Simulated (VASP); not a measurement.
OSZICAR of a VASP run on Ta (bcc):

**OSZICAR**
```
       N       E                     dE             d eps       ncg     rms          rms(c)
DAV:   1     0.473708160137E+02    0.47371E+02   -0.66269E+03  2610   0.117E+03
DAV:   2    -0.123311577204E+02   -0.59702E+02   -0.58799E+02  3299   0.249E+02
DAV:   3    -0.130599648947E+02   -0.72881E+00   -0.69691E+00  3071   0.271E+01
DAV:   4    -0.130667707945E+02   -0.68059E-02   -0.63194E-02  2974   0.183E+00
DAV:   5    -0.130668240028E+02   -0.53208E-04   -0.53209E-04  2952   0.130E-01    0.135E+01
DAV:   6    -0.126593840643E+02    0.40744E+00   -0.45621E-01  2715   0.800E+00    0.645E+00
DAV:   7    -0.125384095612E+02    0.12097E+00   -0.35670E-01  2747   0.667E+00    0.370E-01
DAV:   8    -0.125365334523E+02    0.18761E-02   -0.45038E-03  2753   0.886E-01    0.132E-01
DAV:   9    -0.125364888999E+02    0.44552E-04   -0.16769E-04  2808   0.153E-01    0.274E-02
DAV:  10    -0.125364866049E+02    0.22949E-05   -0.33423E-06  2984   0.255E-02    0.308E-03
DAV:  11    -0.125364865678E+02    0.37115E-07   -0.10623E-07  2219   0.436E-03
   1 F= -.12536487E+02 E0= -.12536376E+02  d E =-.332108E-03
```

Which electronic solver shows in the log?

It is blocked Davidson (ALGO = Normal, or the opening steps of other solvers). The INCAR had ALGO = Normal.

Can the final energy be trusted as converged?

The run converged. It stopped with EDIFF = 1E-7, NELM = 100 (PBEsol GGA, plane waves, VASP's PBE PAW potentials (set 64)).

The compound is Ta in the bcc structure. This cell is one point of a volume scan, at 1.03 of the reference volume.
